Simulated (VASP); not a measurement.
Input:

```yaml
crystal:
  lattice:
    - [0.00000, 3.06000, 3.06000]
    - [3.06000, 0.00000, 3.06000]
    - [3.06000, 3.06000, 0.00000]
  atoms:
    - { symbol: Pb, position: [0.00000, 0.00000, 0.00000] }
    - { symbol: Se, position: [0.50000, 0.50000, 0.50000] }
```

These are PBE GGA, VASP's PBE PAW potentials (set 64) (plane waves; VASP 6.6.1) values and carry that method's errors. Settings: 300 eV cut-off, 6×6×6 Γ-centred mesh, Fermi-Dirac smearing of 0.010 eV, potentials Pb_d Se.

Unless said otherwise, spin-orbit coupling is left out, though it shifts the bands of the heavy elements here.

Task: Give the energies of bands 7 to 13 at the high-symmetry points, in eV from the valence-band maximum.

Result: 
| band | Γ | X | U | L | W |
|---|---|---|---|---|---|
| 7 | -6.31 | -7.39 | -8.04 | -8.81 | -8.02 |
| 8 | -1.88 | -4.99 | -4.58 | -1.47 | -4.24 |
| 9 | -1.88 | -3.24 | -2.73 | -1.47 | -4.24 |
| 10 | -1.88 | -3.24 | -2.40 | 0.00 | -0.80 |
| 11 | 4.71 | 3.69 | 3.39 | 0.29 | 1.89 |
| 12 | 4.71 | 5.61 | 4.01 | 1.70 | 4.95 |
| 13 | 4.71 | 5.61 | 5.44 | 1.70 | 4.95 |

The gap is direct, 0.29 eV, from the valence maximum at L to the conduction minimum at L.

The structure is a typed PbSe crystal (Fm-3m). The cell was not relaxed at this level.
